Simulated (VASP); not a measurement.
A run of VASP 6.6.1 is set up as follows.

POSCAR

```
MgO                                     
1.0
    0.0000000000      2.1233940885      2.1233940885
    2.1233940885      0.0000000000      2.1233940885
    2.1233940885      2.1233940885      0.0000000000
  Mg              O             
     1     1
Direct
     0.0000000000000000    0.0000000000000000    0.0000000000000000
     0.5000000000000000    0.5000000000000000    0.5000000000000000
```

The input INCAR.step1:

```
SYSTEM = MgO
PREC = Accurate ; ENCUT = 520
EDIFF = 1E-7 ; ISMEAR = 0
SIGMA = 0.02 ; LREAL = .False.
LASPH = .True. ; NELM = 60
ALGO = Normal ; ISIF = 2
LWAVE = .False. ; LCHARG = .True.
GGA = PE ; NBANDS = 11
AMIX = 0.2
```

The input KPOINTS.step1:

```
regular mesh
0
Gamma
  12 12 12
  0 0 0
```

INCAR.step2

```
SYSTEM = MgO
PREC = Accurate ; ENCUT = 520
EDIFF = 1E-7 ; ISMEAR = 0
SIGMA = 0.05 ; LREAL = .False.
LASPH = .True. ; NELM = 60
ALGO = Normal ; ISIF = 2
LWAVE = .False. ; LCHARG = .False.
GGA = PE ; NBANDS = 11
AMIX = 0.2 ; ICHARG = 11
```

Contents of KPOINTS.step2:

```
path GXWKGLUWLK,UX
10
line-mode
reciprocal
 0.0000000000  0.0000000000  0.0000000000  G
 0.5000000000  0.0000000000  0.5000000000  X

 0.5000000000  0.0000000000  0.5000000000  X
 0.5000000000  0.2500000000  0.7500000000  W

 0.5000000000  0.2500000000  0.7500000000  W
 0.3750000000  0.3750000000  0.7500000000  K

 0.3750000000  0.3750000000  0.7500000000  K
 0.0000000000  0.0000000000  0.0000000000  G

 0.0000000000  0.0000000000  0.0000000000  G
 0.5000000000  0.5000000000  0.5000000000  L

 0.5000000000  0.5000000000  0.5000000000  L
 0.6250000000  0.2500000000  0.6250000000  U

 0.6250000000  0.2500000000  0.6250000000  U
 0.5000000000  0.2500000000  0.7500000000  W

 0.5000000000  0.2500000000  0.7500000000  W
 0.5000000000  0.5000000000  0.5000000000  L

 0.5000000000  0.5000000000  0.5000000000  L
 0.3750000000  0.3750000000  0.7500000000  K

 0.6250000000  0.2500000000  0.6250000000  U
 0.5000000000  0.0000000000  0.5000000000  X
```

Potentials or basis: VASP PAW PBE potentials, release 64 (Mg, O).

Launch:

```console
$ cat potpaw_PBE.64/Mg/POTCAR potpaw_PBE.64/O/POTCAR > POTCAR
$ cp INCAR.step1 INCAR
$ cp KPOINTS.step1 KPOINTS
$ mpirun -np 1 vasp_std > vasp.out
$ cp INCAR.step2 INCAR
$ cp KPOINTS.step2 KPOINTS
$ mpirun -np 1 vasp_std > vasp.out
```

Question: Predict the band gap on the k mesh.

Answer: 4.49 eV, direct.

Question: Estimate the band gap along the path.

Answer: 4.49 eV, direct.

Levels at the corners of the path, in eV from the valence-band top:
```tsv
point	band 1	band 2	band 3	band 4	band 5	band 6	band 7	band 8	band 9
Γ	-17.14	0.00	0.00	0.00	4.49	15.66	15.66	15.66	19.51
X	-15.67	-3.98	-1.31	-1.31	9.09	9.70	12.84	18.60	18.60
X	-15.67	-3.98	-1.31	-1.31	9.09	9.70	12.84	18.60	18.60
W	-15.62	-2.88	-2.88	-1.72	11.48	11.48	11.87	15.19	21.61
W	-15.62	-2.88	-2.88	-1.72	11.48	11.48	11.87	15.19	21.61
K	-15.65	-3.40	-2.64	-1.11	9.97	11.49	12.31	17.78	17.95
K	-15.65	-3.40	-2.64	-1.11	9.97	11.49	12.31	17.78	17.95
Γ	-17.14	0.00	0.00	0.00	4.49	15.66	15.66	15.66	19.51
Γ	-17.14	0.00	0.00	0.00	4.49	15.66	15.66	15.66	19.51
L	-15.92	-4.51	-0.63	-0.63	7.74	12.33	16.06	16.06	20.52
L	-15.92	-4.51	-0.63	-0.63	7.74	12.33	16.06	16.06	20.52
U	-15.65	-3.40	-2.64	-1.11	9.97	11.49	12.31	17.78	17.95
U	-15.65	-3.40	-2.64	-1.11	9.97	11.49	12.31	17.78	17.95
W	-15.62	-2.88	-2.88	-1.72	11.48	11.48	11.87	15.19	21.61
W	-15.62	-2.88	-2.88	-1.72	11.48	11.48	11.87	15.19	21.61
L	-15.92	-4.51	-0.63	-0.63	7.74	12.33	16.06	16.06	20.52
L	-15.92	-4.51	-0.63	-0.63	7.74	12.33	16.06	16.06	20.52
K	-15.65	-3.40	-2.64	-1.11	9.97	11.49	12.31	17.78	17.95
U	-15.65	-3.40	-2.64	-1.11	9.97	11.49	12.31	17.78	17.95
X	-15.67	-3.98	-1.31	-1.31	9.09	9.70	12.84	18.60	18.60
```

Caveat: the log is that of the step along the path at fixed density, whose energy, stress, charges and moments have no meaning.

**Measured values to compare with.**

From “Electronic structure of alkaline earth and post-transition metal oxides”, 2009, arxiv:0908.1581, for a bulk crystal of MgO: band gap 7.83 eV.

Measured gap of MgO: 7.83 eV (quoted in “Electronic structure of alkaline earth and post-transition metal oxides”, 2009, arxiv:0908.1581). This calculation gives 4.49 eV (-3.34 eV). The value is that of PBE, without temperature or zero-point motion. Semilocal functionals fall short of measured gaps as a rule.
